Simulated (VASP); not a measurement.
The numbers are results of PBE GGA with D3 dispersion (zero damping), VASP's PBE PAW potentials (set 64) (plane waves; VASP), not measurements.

A VASP calculation is set up with these files.

### INCAR
```
! general
SYSTEM =PtAl2
PREC   =Accurate
ENCUT  =520   ! plane-wave cut-off (eV)
LREAL  =.False.
LASPH  =.True.

! electronic loop
EDIFF  =1E-7
NELM   =100   ! most electronic steps
ALGO   =Normal   ! blocked Davidson
LMAXMIX=6

! smearing
ISMEAR =-5   ! tetrahedra, Bloechl

! functional
GGA    =PE   ! PBE
IVDW   =11

! ions
ISIF   =2   ! forces and stress, cell fixed

! output
LWAVE  =.False.
LCHARG =.True.
LORBIT =11
NEDOS  =601   ! DOS grid

! other
LEFG   =.True.
```

**POSCAR**
```
PtAl2
1
    0.0000000000     2.9393681285     2.9393681285
    2.9393681285     0.0000000000     2.9393681285
    2.9393681285     2.9393681285     0.0000000000
Al Pt
2 1
Direct
  0.2500000000   0.2500000000   0.2500000000
  0.7500000000   0.7500000000   0.7500000000
  0.0000000000   0.0000000000   0.0000000000
```

KPOINTS:
```
Automatic
0
Gamma
10 10 10
```

POTCAR, in this order: Al Pt (PBE.64 set). Program: vasp_std.

Task: What will the output report for the number of irreducible k-points (NKPTS), largest plane-wave count, number of space-group operations, FFT grid (NGX, NGY, NGZ)?

Result: 
- number of irreducible k-points (NKPTS) = 47
- largest plane-wave count = 1387
- number of space-group operations = 48
- FFT grid (NGX, NGY, NGZ) = 32 × 32 × 32

The compound is PtAl2 in the fluorite structure. It was relaxed first.
